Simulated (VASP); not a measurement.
Energy against volume of BP (zinc blende). Level of theory: r2SCAN+rVV10, VASP's PBE PAW potentials (set 64) (plane waves; VASP). Run with 520 eV cut-off, 10×10×10 Γ-centred mesh, Gaussian smearing of 0.050 eV, potentials B P.

```json
[
 {"V (Å³/atom)": "10.900", "E (eV/atom)": "-8.58792"},
 {"V (Å³/atom)": "11.248", "E (eV/atom)": "-8.60699"},
 {"V (Å³/atom)": "11.596", "E (eV/atom)": "-8.61313"},
 {"V (Å³/atom)": "11.944", "E (eV/atom)": "-8.60800"}
]
```

Problem. Fit these four points and predict the energy of the run at 12.291 Å³/atom.

Solution. A cubic in V^(−2/3), the third-order Birch-Murnaghan form, passes through the four points with V0 = 11.60 Å³/atom and B0 = 172 GPa, and gives -8.5931 eV/atom there. The run gave -8.5931 eV/atom, -0.1 meV/atom from the fit; all five points give B0 = 172 GPa.

The compound is BP in the zinc blende structure. It was relaxed first.
